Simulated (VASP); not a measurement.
Data:

```
CELL_PARAMETERS angstrom
      3.58870    -1.91718     0.00000
      3.58870     1.91718     0.00000
      2.65228     0.00000     3.17861
ATOMIC_POSITIONS crystal
  As 0.22700 0.22700 0.22700
  As 0.77767 0.77767 0.77300
```

Level of theory: PW91 GGA, VASP's PBE PAW potentials (set 64) (plane waves; VASP). Settings: 400 eV cut-off, 10×10×10 Γ-centred mesh, first-order Methfessel-Paxton smearing of 0.10 eV, potentials As.

### Question
What does the run give for the energy per atom (σ→0), pressure, largest force, band gap (on the k-mesh) with the smallest direct gap where there is one?

### Answer

| Property | Value |
|---|---|
| band gap (on the k-mesh) | none (metal, semimetal or under 0.01 eV) |
| energy per atom (σ→0) | -4.674 eV/atom |
| pressure | 2.58 GPa |
| largest force | 0.618 eV/Å |

Total energies compare only between runs with the same potentials, cut-off and functional.

The compound is As in the a7 structure. The cell was not relaxed at this level. The run is one of a series of settings (GGA = 91 against the base run), some of them coarse on purpose.
